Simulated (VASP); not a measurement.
Data:

```
CELL_PARAMETERS angstrom
      0.00000     1.94812     1.94812
      1.94812     0.00000     1.94812
      1.94812     1.94812     0.00000
ATOMIC_POSITIONS crystal
  Pt 0.00000 0.00000 0.00000
```

These are LDA (Ceperley-Alder, Perdew-Zunger), VASP's LDA PAW potentials (set 64) (plane waves; VASP 6.6.1) values and carry that method's errors. Settings: 400 eV cut-off, 14×14×14 Γ-centred mesh, first-order Methfessel-Paxton smearing of 0.10 eV, potentials Pt.

Unless said otherwise, spin-orbit coupling is left out, though it shifts the bands of the heavy elements here.

### Question
What does the run give for the energy per atom (σ→0), band gap (on the k-mesh) with the smallest direct gap where there is one?

### Answer

```
Item                                                         Value
------------------------  ----------------------------------------
band gap (on the k-mesh)  none (metal, semimetal or under 0.01 eV)
energy per atom (σ→0)                               -7513 meV/atom
```

The compound is Pt in the fcc structure. It was relaxed first. The start is the result of an earlier pass.
